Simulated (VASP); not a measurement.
**C: electric field gradients with PBE**

C:

```xyz
4
Lattice="2.4673 0.0000 0.0000 -1.2336 2.1367 0.0000 0.0000 0.0000 7.8031" Properties=species:S:1:pos:R:3 pbc="T T T"
C     0.0000    0.0000    1.9508
C     0.0000    0.0000    5.8523
C     0.0000    1.4245    1.9508
C     1.2336    0.7122    5.8523
```

```yaml
Program: VASP 6.6.1
Task: electric field gradients
Functional: PBE
Potentials_or_basis: VASP PAW PBE potentials, release 64 (C)
Cutoff: 520 eV
k_mesh: 19 × 19 × 6
Occupations: fermi-dirac, width 0.05 eV
Spin: no spin polarisation
Dipole_correction: no
Further_INCAR_settings: ALGO = Fast; EDIFF = 1e-08; NBANDS = 16
```

* Pressure: 0.3 GPa
* Band gap on the k mesh: 0.75 eV, direct

Stress tensor (GPa, compression positive):
```
0.20 0.00 0.00
0.00 0.20 0.00
0.00 0.00 0.40
```

Levels at points of the mesh, in eV from the valence-band top:
```tsv
k point	band 6	band 7	band 8	band 9	band 10	band 11
(0.00, 0.00, 0.00)	-2.69	-2.68	-2.68	3.74	7.96	8.65
(0.00, 0.00, 0.50)	-2.69	-2.69	-2.69	5.40	5.40	8.66
```

Electric field gradients, principal values (V/Å²):
| atom | Vxx | Vyy | Vzz |
| --- | --- | --- | --- |
| 1 C | -15.327 | -15.329 | 30.656 |
| 2 C | -15.327 | -15.329 | 30.656 |
| 3 C | -15.174 | -15.175 | 30.349 |
| 4 C | -15.174 | -15.175 | 30.349 |

Wall time 2.3 min on 1 thread of Intel(R) Xeon(R) Platinum 8175M CPU @ 2.50GHz (Skylake/Cascade Lake), with other jobs on the host, peak memory 0.19 GiB.

Caveat: an odd mesh through Γ misses points on the zone boundary, where band edges often lie; this functional lacks dispersion, which binds the layers, so the pressure and a relaxed spacing across them are unreliable.
